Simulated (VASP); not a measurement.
MnO2:

```
Mn O
1.0
     4.39600    0.00000    0.00000
     0.00000    4.39600    0.00000
     0.00000    0.00000    2.87100
Mn O
2 4
Direct
  0.00000 0.00000 0.00000
  0.50000 0.50000 0.50000
  0.30200 0.30200 0.00000
  0.19800 0.80200 0.50000
  0.69800 0.69800 0.00000
  0.80200 0.19800 0.50000
```

Base run:

| Item | Value |
| --- | --- |
| Program | VASP 6.6.1 |
| Functional | PBE |
| Potentials or basis | VASP PAW PBE potentials, release 64 (Mn_pv, O) |
| Cutoff | 520 eV |
| k mesh | 5 × 5 × 8 |
| Occupations | fermi-dirac, width 0.05 eV |
| Spin | collinear spin, typed start |
| Starting moments | [4.5, 0.0, 0.0, 0.0, 0.0, 0.0] μB |

Its results: band gap on the k mesh none (metal or under the smearing width); pressure -0.3 GPa; net moment -3.07 μB per cell; site moments Mn -2.44, -0.45; O -0.03, -0.02 μB; largest force 0.681 eV/Å.

Question: After a change of settings the same cell gave: band gap on the k mesh none (metal or under the smearing width); pressure 3.2 GPa; net moment 0.00 μB per cell; site moments Mn +2.49, -2.49; O -0.04, +0.04 μB; largest force 0.337 eV/Å. Which change was it?
A. moments at the start from [4.5, 0.0, 0.0, 0.0, 0.0, 0.0] to [0.45, 0.45, 0.0, 0.0, 0.0, 0.0]
B. moments at the start from [4.5, 0.0, 0.0, 0.0, 0.0, 0.0] to [2.25, -2.25, 0.0, 0.0, 0.0, 0.0]
C. further incar settings from ALGO = Normal; EDIFF = 1e-06; NBANDS = 38 to ALGO = Fast; EDIFF = 1e-06; NBANDS = 38; moments at the start from [4.5, 0.0, 0.0, 0.0, 0.0, 0.0] to [4.5, 4.5, 0.0, 0.0, 0.0, 0.0]

Answer: B.

Caveats: semilocal functionals often make such compounds metallic where correlation or magnetic order opens a gap, which also shifts bond lengths.
